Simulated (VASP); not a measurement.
Here is the system:

```xyz
4
Lattice="1.6726 -4.9682 0.0000 1.6726 4.9682 0.0000 0.0000 0.0000 4.5859" Properties=species:S:1:pos:R:3 pbc="T T T"
Se     1.6726    -1.0605     1.1465
Se     1.6726     1.0605     3.4394
Zr     1.6726    -3.8053     1.1465
Zr     1.6726     3.8053     3.4394
```

Method: PBEsol GGA, VASP's PBE PAW potentials (set 64) (plane waves; VASP). Run with 480 eV cut-off, 10×10×6 Γ-centred mesh, first-order Methfessel-Paxton smearing of 0.10 eV, potentials Se Zr_sv.

**Question.** Estimate the energy per atom (σ→0), band gap (on the k-mesh) with the smallest direct gap where there is one.

**Answer.** 
```json
{
  "band gap (on the k-mesh)": "none (metal, semimetal or under 0.01 eV)",
  "energy per atom (σ→0)": "-7.669 eV/atom"
}
```

Only differences to runs with the same potentials and settings are physical.

The structure was generated: ZrSe was put into the CrB type (Cmcm), which need not be its known phase. It was relaxed first, which changed the volume by -20 %.
